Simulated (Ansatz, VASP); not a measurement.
# Ge (Germanium) in two plane-wave programs

One calculation is typed for both programs; each brings its own data sets. How far apart do they land? Of the first pair: The cell is taken from a series of runs on this material, whose earlier steps may have relaxed, scaled, displaced or heated it; both programs get it as it stands.

Calculated with Ansatz 0.2.0; plane waves, with VASP 6.6.1 beside it; relaxation of cell and atoms at RPBE and zone-centre phonons at RPBE.

**1. The starting structure**

Symmetry: Fd-3m, No. 227, cubic system. Conventional cell: a = 5.815 Å, b = 5.815 Å, c = 5.815 Å, α = 90.00°, β = 90.00°, γ = 90.00°. Nearest to Ge lie 4 Ge at 2.52 Å.

**2. Ansatz: relaxation of cell and atoms, RPBE, pair 1**

Ansatz runs on its default PAW (the set named soft_2) files.

The relaxed volume is the usual yardstick between codes: in a stiff, nearly cubic crystal its relative difference is about their pressure difference at one cell divided by the bulk modulus.

File input.yaml:

```yaml
crystal:
  lattice:
    - [0.0, 2.9072686049, 2.9072686049]
    - [2.9072686049, 0.0, 2.9072686049]
    - [2.9072686049, 2.9072686049, 0.0]
  atoms:
    - { symbol: Ge, position: [0.0, 0.0, 0.0] }
    - { symbol: Ge, position: [0.25, 0.25, 0.25] }
kpoints:
  mp_grid: { grid: [12, 12, 12] }
hamiltonian:
  xc: rpbe
scf:
  occupations: { method: gaussian, width: 0.1 }
output:
  forces: true
  stress: true
  eigenvalues: true
  write_density: true
  write_potential: true
  elf: true
  volumetric_format: npy
relax:
  adjacent_minimum: "off"
  f_tol: 0.005
  max_steps: 80
  cell: { stress_tol: 0.05 }
```

On the command line:

```bash
$ ansatz run input.yaml --threads 4 --pin off --max-ram 7168MiB --backend cpu --events-out ev --progress --plain --runs-dir out
```

Numbers of over 12 decimals in the logs are rounded to 6 here.

The program printed:

```text
Engine: ansatz 0.2.0, aarch64-unknown-linux-gnu
Pseudopotentials: kind: paw
Pseudopotential: Ge, paw, valence charge 14, recommended cutoff 420 eV (normal), Ge.paw.azcp
Functional definition: RPBE
  parameter kappa = 0.804
  parameter beta = 0.066725
  exchange = rpbe_x(kappa = kappa, mu = beta*pi^2/3)
  correlation = pbe_c(beta = beta)
Crystal: 2 atoms, lattice volume = 49.146 Å³
Basis set: ecut = 420 eV, 941 PW (Γ), exchange–correlation on 60×60×60 points (8 copies of the dense FFT grid, shifted against one another)
Bands: 18, of which v1, the nominal top of the filled ones, is band 14 counted from 1 (13 counted from 0)
Symmetry: 48 space group operations
Space group: Fd-3m (ITA 227), of the structure as read, at distance tolerance 3.7e-5 Å
k-points: 72 of 1728
Non-local potential: Ge, projectors of the file, l = 0: 2, l = 1: 2, l = 2: 3, l = 3: 1
PAW form: soft (Blöchl's): semilocal exchange-correlation on the pseudo side does not see the compensation charge
PAW frozen core: Ge, regenerated for the run's functional, and the local potential with it (the file was generated under x = pbe(κ = 0.804, μ = 0.219515), c = pbe(β = 0.066725))
PAW one-centre angular grid: Ge, 590 points (default); XC on 64 Gauss nodes
Initial density: superposition of atomic densities (neutral atoms: chi_scale 0, normalization atom), corrected by the library's trained network
Initial wavefunctions: pseudopotential atomic-orbital guess
Functional: x = rpbe, c = pbe(β = 0.066725)
SCF iter   1: F=—  HF=-8601.429429 eV  |F-HF|=—  |Δ(HF+E_count)|=         —  Δρ=2.18e-3  dr2=1.35e-3  ethr=1.77e-3  ⟨swp⟩=5.7  Hψ=6052  notcnv=0
preconditioner: auto → none  [insulator: Δε(μ)=0.149 eV  Ē_g=23.171 eV  σ=0.100 eV  W_gap=0.57  n_scr=14 (ndim 8)  ℏωp=28.0 eV  f_vac=0.100  D(μ)=0.09/eV (n_scr^D=0)  ε∞_Penn≈2.5]
SCF iter   2: F=—  HF=-8601.428449 eV  |F-HF|=—  |Δ(HF+E_count)|=   9.80e-4  Δρ=6.62e-4  dr2=3.26e-4  ethr=4.83e-6  ⟨swp⟩=2.0  Hψ=2730  notcnv=0
SCF iter   3: F=—  HF=-8601.428394 eV  |F-HF|=—  |Δ(HF+E_count)|=   5.55e-5  Δρ=2.29e-4  dr2=2.43e-5  ethr=1.16e-6  ⟨swp⟩=2.0  Hψ=2306  notcnv=0
SCF iter   4: F=—  HF=-8601.428414 eV  |F-HF|=—  |Δ(HF+E_count)|=   1.98e-5  Δρ=4.50e-5  dr2=3.93e-7  ethr=8.69e-8  ⟨swp⟩=2.0  Hψ=1588  notcnv=0
SCF iter   5: F=—  HF=-8601.428418 eV  |F-HF|=—  |Δ(HF+E_count)|=   4.72e-6  Δρ=1.70e-5  dr2=5.79e-8  ethr=1.40e-9  ⟨swp⟩=2.4  Hψ=2335  notcnv=0
SCF iter   6: F=-8601.428419 eV  HF=-8601.428419 eV  |F-HF|=1.07e-10  |Δ(HF+E_count)|=   1.27e-7  Δρ=3.03e-6  dr2=2.13e-9  ethr=2.07e-10  ⟨swp⟩=8.5  Hψ=8731  notcnv=0
SCF 1 converged in 6 iterations: F = -8601.428419 eV  dr2 = 2.13e-9
  greatest PAW one-centre occupation: 0.998 electrons in one spin orbital (limit 2), on the Ge atom at site 1 (counted from 0), in its partial waves of l = 2
relax step   1: F+E_penalty+E_count = -8601.42841855 eV  Δ(F+E_penalty+E_count) = +0.000e0 eV  max|allowed force component| = 1.850e-17 eV/Å  Δτ_max = 0.0000 Å  P = +0.049 GPa  Ω = 49.146 Å³  (6 SCF iters, dr2 threshold 1.00e-7 eV, accepted)
Initial density: handed on by an earlier stage of this run
Initial wavefunctions: pseudopotential atomic-orbital guess (no wavefunctions were taken with the density)
iter 1 solved again at ethr=1.20e-7 eV; its pass at ethr=3.10e-3 eV (dr2=3.37e-5 eV) is discarded
SCF iter   1: F=—  HF=-8601.428421 eV  |F-HF|=—  |Δ(HF+E_count)|=         —  Δρ=3.75e-6  dr2=3.05e-9  ethr=1.20e-7  ⟨swp⟩=2.6  Hψ=8980  notcnv=0
eigensolver tolerance schedule: the retry pair's looser diagonalisation over-reported the residual by 11037.84 of it (diagonalisation noise at 0.75 of the residual, at the tolerance the schedule requests for it); recorded, not acted on — ethr = c·dr2/N_el stays at c = 1.0e-1
preconditioner: auto → none  [insulator: Δε(μ)=0.148 eV  Ē_g=23.148 eV  σ=0.100 eV  W_gap=0.56  n_scr=14 (ndim 8)  ℏωp=28.0 eV  f_vac=0.096  D(μ)=0.09/eV (n_scr^D=0)  ε∞_Penn≈2.5]
SCF iter   2: F=—  HF=-8601.428419 eV  |F-HF|=—  |Δ(HF+E_count)|=   2.00e-6  Δρ=8.69e-7  dr2=3.17e-10  ethr=1.09e-11  ⟨swp⟩=3.0  Hψ=2976  notcnv=0
SCF iter   3: F=—  HF=-8601.428419 eV  |F-HF|=—  |Δ(HF+E_count)|=  6.78e-10  Δρ=4.89e-7  dr2=9.84e-11  ethr=1.13e-12  ⟨swp⟩=2.0  Hψ=2308  notcnv=0
SCF iter   4: F=—  HF=-8601.428419 eV  |F-HF|=—  |Δ(HF+E_count)|=   1.30e-9  Δρ=2.06e-7  dr2=1.08e-11  ethr=1.00e-12  ⟨swp⟩=4.0  Hψ=6373  notcnv=0
SCF iter   5: F=-8601.428419 eV  HF=-8601.428419 eV  |F-HF|=3.64e-12  |Δ(HF+E_count)|=  7.28e-12  Δρ=4.59e-8  dr2=4.42e-13  ethr=1.00e-12  ⟨swp⟩=5.0  Hψ=5086  notcnv=0
SCF 2 converged in 5 iterations: F = -8601.428419 eV  dr2 = 4.42e-13
relax step   2: F+E_penalty+E_count = -8601.42841855 eV  Δ(F+E_penalty+E_count) = -3.907e-9 eV  max|allowed force component| = 1.850e-17 eV/Å  Δτ_max = 0.0000 Å  P = +0.049 GPa  Ω = 49.146 Å³  stress off target by 4.88e-2 GPa  SCF on the basis re-selected at this cell (its energy is not comparable with the rows above)  (5 SCF iters)
basis re-selected at this cell: Δ(F+E_penalty+E_count) = -3.907e-9 eV, ΔP = +0.000 GPa vs the last step (what re-selecting the basis moved, of the pressure what is left beyond the Pulay correction that the steps carried, after the strain that the cell walked since its last selection, with what the two solves' SCF thresholds leave and, on support functions, any second-order correction that the steps lacked; it is no m [...]
SCF converged after 5 iterations
Free energy (F): -8601.428419 eV
Harris-Foulkes:  -8601.428419 eV  (|F-HF|=3.64e-12)
Internal energy: -8601.427967 eV  (E = F + TS)
E sigma→0 (E₀):  -8601.428193 eV
Entropy (-TS):   -0.000451 eV (-0.226 meV/atom)
Fermi energy:    7.625157 eV
--- Per-component energies (eV) ---
  E_band       = -320.386666
  E_kinetic    = 220.709269
  E_local      = -5056.674533  (includes V_loc(G=0)·N_el)
  E_nonlocal   = 835.096403
  E_hartree    = 2214.792903
  E_xc         = -150.354725
  E_vxc        = -127.607377  (∫ρ·V_xc dr)
  E_paw        = -4049.924723  (= ΣΔE_a)
  E_vpaw       = -621.496836  (= ΣTr[D̂ρ^β])
  E_aug_tail   = 0.000546  (compensation charges beyond the density's cutoff)
  E_ewald      = -2614.709296
  E_core_change = -0.363813  (= ΣΔE_core)
  E_smearing   = -0.000451  (= −TS)
  E_closure    = 0.000000  (closes the sum)
  Σ components = -8601.428419   (vs F -8601.428419, Δ=0.00e0)
--- Forces (eV/Å), atoms counted from 1 ---
  atom   1  Ge    -0.00000000    -0.00000000    -0.00000000
  atom   2  Ge    -0.00000000     0.00000000     0.00000000
  max |Σ_I F_I| component: 5.55e-17 eV/Å
--- Stress (GPa, compression-positive) ---
        0.048835      -0.000000      -0.000000
        0.000000       0.048835      -0.000000
       -0.000000      -0.000000       0.048835
  P = ⅓ Tr σ = 0.0488 GPa (0.488 kbar)
--- Band table (eV; the first three rows and the last of 72) ---
  k-point 0: bands = [... 10 lower, -4.5004, 7.0520, 7.6424, 7.6424, 7.6424, 10.1638, 10.1638, 10.1638]
  k-point 1: bands = [... 10 lower, -4.4221, 5.9180, 7.4941, 7.4941, 8.2828, 10.3647, 10.3647, 10.4886]
  k-point 2: bands = [... 10 lower, -4.1902, 4.4518, 7.1731, 7.1731, 8.3568, 10.7971, 10.7971, 11.5308]
  k-point 71: bands = [... 10 lower, -0.8453, -0.8453, 4.1339, 4.1339, 11.6795, 11.6795, 12.3717, 12.3717]
--- Relaxed structure (1 steps of the walk, 1 accepted, 1 SCFs on fresh bases) ---
  F+E_penalty+E_count = -8601.42841855 eV   max|allowed force component| = 1.850e-17 eV/Å   (the final SCF, on the basis selected at the relaxed cell)
  cell:  # Å, volume = 49.1457 Å³
    - [0.0, 2.9072686049, 2.9072686049]
    - [2.9072686049, 0.0, 2.9072686049]
    - [2.9072686049, 2.9072686049, 0.0]
  atoms:
    - { symbol: Ge, position: [0.0, 0.0, 0.0] }
    - { symbol: Ge, position: [0.25, 0.25, 0.25] }
```

**3. VASP: relaxation of cell and atoms, RPBE, pair 1**

The same cell, functional, mesh and smearing now go to VASP, with its own data sets.

Lines of VASP's logs that name or quote its potential files are left out, and so is its time.

File INCAR:

```
SYSTEM = Ge
PREC = Accurate
ENCUT = 500
EDIFF = 1E-07
NELM = 120
ISMEAR = 0
SIGMA = 0.1
LREAL = .FALSE.
ALGO = Normal
GGA = RP
NBANDS = 20
LORBIT = 11
LWAVE = .FALSE.
LCHARG = .FALSE.
ISIF = 3
IBRION = 2
NSW = 80
EDIFFG = -0.005
LASPH = .TRUE.
GGA_COMPAT = .FALSE.
NELMIN = 4
KPAR = 2
```

File POSCAR:

```
Ge
1.0
    0.0000000000      2.9072690000      2.9072690000
    2.9072690000      0.0000000000      2.9072690000
    2.9072690000      2.9072690000      0.0000000000
Ge
2
Direct
    0.0000000000      0.0000000000      0.0000000000
    0.2499999140      0.2499999140      0.2499999140
```

File KPOINTS:

```
Automatic mesh
0
Gamma
12 12 12
0 0 0
```

The projector-augmented-wave data sets are Ge_d (PBE family, release 64).

On the command line:

```bash
$ mpirun -np 2 vasp_std
```

The program printed:

```text
[banner, memory and clock lines left out]
running    2 mpi-ranks, on    1 nodes
 distrk:  each k-point on    1 cores,    2 groups
 distr:  one band on    1 cores,    1 groups

 POSCAR found type information on POSCAR Ge
 POSCAR found :  1 types and       2 ions
|                                                                             |
|               ----> ADVICE to this user running VASP <----                  |
|                                                                             |
|     You enforced a specific xc type in the INCAR file but a different       |
|     [... a line on the potential file left out ...]
|     I HOPE YOU KNOW WHAT YOU ARE DOING!                                     |
|                                                                             |

 LDA part: xc-table for (Slater+PW92), standard interpolation
 POSCAR, INCAR and KPOINTS ok, starting setup
 FFT: planning ... GRIDC
 FFT: planning ... GRID_SOFT
 FFT: planning ... GRID
 WAVECAR not read
 entering main loop
       N       E                     dE             d eps       ncg     rms          rms(c)
DAV:   1     0.179015369367E+03    0.17902E+03   -0.14755E+04  3056   0.364E+03
DAV:   2     0.167635249863E+02   -0.16225E+03   -0.15814E+03  2884   0.576E+02
DAV:   3    -0.759168955636E+01   -0.24355E+02   -0.24193E+02  3268   0.143E+02
DAV:   4    -0.838365283828E+01   -0.79196E+00   -0.79129E+00  3224   0.301E+01
DAV:   5    -0.839732511543E+01   -0.13672E-01   -0.13672E-01  3188   0.432E+00    0.304E+00
DAV:   6    -0.837148443493E+01    0.25841E-01   -0.17764E-02  3732   0.162E+00    0.181E+00
DAV:   7    -0.836303176669E+01    0.84527E-02   -0.38525E-02  3140   0.213E+00    0.166E-01
DAV:   8    -0.836582162324E+01   -0.27899E-02   -0.69065E-03  3180   0.105E+00    0.437E-02
DAV:   9    -0.836619793549E+01   -0.37631E-03   -0.51067E-04  3140   0.272E-01    0.190E-02
DAV:  10    -0.836632894704E+01   -0.13101E-03   -0.24940E-04  3016   0.121E-01    0.764E-03
DAV:  11    -0.836633790964E+01   -0.89626E-05   -0.34387E-05  3272   0.817E-02    0.222E-03
DAV:  12    -0.836633787984E+01    0.29808E-07   -0.14118E-06  3376   0.222E-02    0.712E-04
DAV:  13    -0.836633791048E+01   -0.30639E-07   -0.20255E-07  2484   0.386E-03
   1 F= -.83663379E+01 E0= -.83661210E+01  d E =-.836634E+01
 curvature:   0.00 expect dE= 0.000E+00 dE for cont linesearch  0.000E+00
 trial: gam= 0.00000 g(F)=  0.103E-39 g(S)=  0.849E-04 ort = 0.000E+00 (trialstep = 0.100E+01)
 search vector abs. value=  0.849E-04
 bond charge predicted
       N       E                     dE             d eps       ncg     rms          rms(c)
DAV:   1    -0.836822148171E+01   -0.18836E-02   -0.25160E-02  3944   0.298E+00    0.256E-01
DAV:   2    -0.836683384716E+01    0.13876E-02   -0.18219E-03  3772   0.813E-01    0.127E-01
DAV:   3    -0.836639651028E+01    0.43734E-03   -0.70602E-04  3872   0.444E-01    0.320E-02
DAV:   4    -0.836637207493E+01    0.24435E-04   -0.86096E-05  3648   0.177E-01    0.676E-03
DAV:   5    -0.836637090987E+01    0.11651E-05   -0.59140E-06  3380   0.438E-02    0.484E-03
DAV:   6    -0.836637139553E+01   -0.48566E-06   -0.38950E-07  3200   0.989E-03    0.188E-04
DAV:   7    -0.836637150509E+01   -0.10956E-06   -0.41989E-08  1912   0.328E-03    0.416E-04
DAV:   8    -0.836637143731E+01    0.67786E-07   -0.22804E-08  1572   0.276E-03
   2 F= -.83663714E+01 E0= -.83661660E+01  d E =-.335268E-04
 trial-energy change:   -0.000034  1 .order   -0.000029   -0.000085    0.000027
 step:   0.7993(harm=  0.7617)  dis= 0.00000  next Energy=    -8.366374 (dE=-0.362E-04)
 bond charge predicted
       N       E                     dE             d eps       ncg     rms          rms(c)
DAV:   1    -0.836644680183E+01   -0.75297E-04   -0.10173E-03  3944   0.602E-01    0.512E-02
DAV:   2    -0.836639236415E+01    0.54438E-04   -0.73097E-05  3772   0.162E-01    0.256E-02
DAV:   3    -0.836637412405E+01    0.18240E-04   -0.28636E-05  3868   0.894E-02    0.640E-03
DAV:   4    -0.836637171124E+01    0.24128E-05   -0.34876E-06  3612   0.357E-02    0.135E-03
DAV:   5    -0.836637175969E+01   -0.48455E-07   -0.22213E-07  1872   0.887E-03
   3 F= -.83663718E+01 E0= -.83661640E+01  d E =-.338492E-04
 curvature:  -0.37 expect dE=-0.711E-06 dE for cont linesearch -0.711E-06
 trial: gam=-0.12760 g(F)=  0.390E-41 g(S)=  0.191E-05 ort = 0.127E-04 (trialstep = 0.960E+00)
 search vector abs. value=  0.432E-07
 reached required accuracy - stopping structural energy minimisation
```

From OUTCAR (step 3):

```text
ion  position               nearest neighbor table
   1  0.000  0.000  0.000-   2 2.52   2 2.52   2 2.52   2 2.52
   2  0.250  0.250  0.250-   1 2.52   1 2.52   1 2.52   1 2.52

  LATTYP: Found a face centered cubic cell.
 ALAT       =     5.8145380000

 Subroutine GETGRP returns: Found 48 space group operations
 (whereof 24 operations were pure point group operations)

The static configuration has the point symmetry T_d .
 The point group associated with its full space group is O_h .

 Found     72 irreducible k-points:

   k-points           NKPTS =     72   k-points in BZ     NKDIM =     72   number of bands    NBANDS=     20

   dimension x,y,z NGX =    30 NGY =   30 NGZ =   30
   dimension x,y,z NGXF=    60 NGYF=   60 NGZF=   60

   ENCUT  =  500.0 eV  36.75 Ry    6.06 a.u.   7.50  7.50  7.50*2*pi/ulx,y,z

   NELECT =      28.0000    total number of electrons

 k-points in reciprocal lattice and weights: Automatic mesh
   0.00000000  0.00000000  0.00000000       0.001
   0.08333333  0.00000000  0.00000000       0.005
   0.16666667  0.00000000  0.00000000       0.005
   0.25000000  0.00000000  0.00000000       0.005
   0.33333333  0.00000000  0.00000000       0.005
   0.41666667  0.00000000  0.00000000       0.005
   0.50000000  0.00000000  0.00000000       0.002
   0.08333333  0.08333333  0.00000000       0.003
   0.16666667  0.08333333  0.00000000       0.014
[...]
-0.33333333  0.50000000  0.16666667       0.007
  -0.25000000  0.50000000  0.25000000       0.003

 average (electrostatic) potential at core
       1 -75.1172       2 -75.1172

 E-fermi :   4.3415

 k-point     1 :       0.0000    0.0000    0.0000
  band No.  band energies     occupation
    ...
     11      -7.8000      2.00000
     12       3.7900      2.00000
     13       4.3541      0.85894
     14       4.3541      0.85880
     15       4.3541      0.85880
     16       6.8825      0.00000
     17       6.8825      0.00000
     18       6.8825      0.00000
     19      10.8129      0.00000
     20      13.5882      0.00000

 k-point     2 :       0.0833    0.0000    0.0000
  band No.  band energies     occupation
    ...
     10     -20.1772      2.00000
     11      -7.7215      2.00000
     12       2.6405      2.00000
     13       4.2055      1.94550
     14       4.2055      1.94548
     15       5.0082      0.00000
     16       7.0839      0.00000
     17       7.0839      0.00000
     18       7.2084      0.00000
     19      11.2215      0.00000
    ...

 k-point     3 :       0.1667    0.0000    0.0000
  band No.  band energies     occupation
    ...
     10     -20.1702      2.00000
     11      -7.4892      2.00000
     12       1.1683      2.00000
     13       3.8841      2.00000
     14       3.8841      2.00000
     15       5.0820      0.00000
     16       7.5173      0.00000
     17       7.5173      0.00000
     18       8.2556      0.00000
     19      12.1033      0.00000
    ...

  Total       -0.0051430     -0.0051430     -0.0051430      0.0000000      0.0000000      0.0000000
  in kB       -0.1679970     -0.1679970     -0.1679970      0.0000000      0.0000000      0.0000000
  external PRESSURE =      -0.1679970 kB  Pullay stress =       0.0000000 kB

  energy-cutoff  :      500.00
  volume of cell :       49.05
      direct lattice vectors                 reciprocal lattice vectors
    -0.000000000  2.905348975  2.905348975    -0.172096366  0.172096366  0.172096366
     2.905348975 -0.000000000  2.905348975     0.172096366 -0.172096366  0.172096366
     2.905348975  2.905348975 -0.000000000     0.172096366  0.172096366 -0.172096366

 POSITION                                       TOTAL-FORCE (eV/Angst)
 -----------------------------------------------------------------------------------
      0.00000      0.00000      0.00000        -0.000000     -0.000000      0.000000
      1.45267      1.45267      1.45267         0.000000      0.000000     -0.000000
 -----------------------------------------------------------------------------------
    total drift:                                0.000261      0.000261      0.000261

  FREE ENERGIE OF THE ION-ELECTRON SYSTEM (eV)
  ---------------------------------------------------
  free  energy   TOTEN  =        -8.3663717597 eV

  energy  without entropy=       -8.3659562598  energy(sigma->0) =       -8.36616401

 reached required accuracy - stopping structural energy minimisation

 total charge
# of ion       s       p       d       tot
------------------------------------------
    1        1.140   1.190  10.012  12.342
    2        1.140   1.190  10.012  12.342
--------------------------------------------------
tot          2.280   2.380  20.024  24.684

[... 3 further parts left out ...]
```

CONTCAR:

```
Ge
   1.00000000000000
    -0.0000000000000000    2.9053489751496748    2.9053489751496748
     2.9053489751496748   -0.0000000000000000    2.9053489751496748
     2.9053489751496748    2.9053489751496748   -0.0000000000000000
  Ge
     2
Direct
     0.0000000000000000    0.0000000000000000    0.0000000000000000
     0.2499999140000000    0.2499999140000000    0.2499999140000000
```

**4. Differences**

Known differences besides the potentials themselves: the cutoff is 420 eV in Ansatz and 500 eV in VASP; Ansatz makes its cores anew for this functional, VASP keeps those of its PBE data sets; Ansatz adds a Pulay correction to the stress that steers its cell, VASP none. Total energies have different zeros and are not compared.

The two programs side by side:

```
                                         quantity  Ansatz   VASP  difference
                                      volume (Å³)   49.15  49.05     +0.20 %
edge a after relaxation, in the typed setting (Å)   4.112  4.109     +0.07 %
```

(Continued in part 2 of 2.)

[Lines on the potential files, build, host, timing and source positions are cut from VASP's logs without a mark.]

[Logs are printed without paths, hosts, clocks, repeated set-up lines and the standing remarks that a program may print on its own settings, such as how far it seeks lower states.]

[Hosts, paths, dates, database ids (printed as entryN), source tags and the programs' standing remarks are cut or masked in the printed files.]
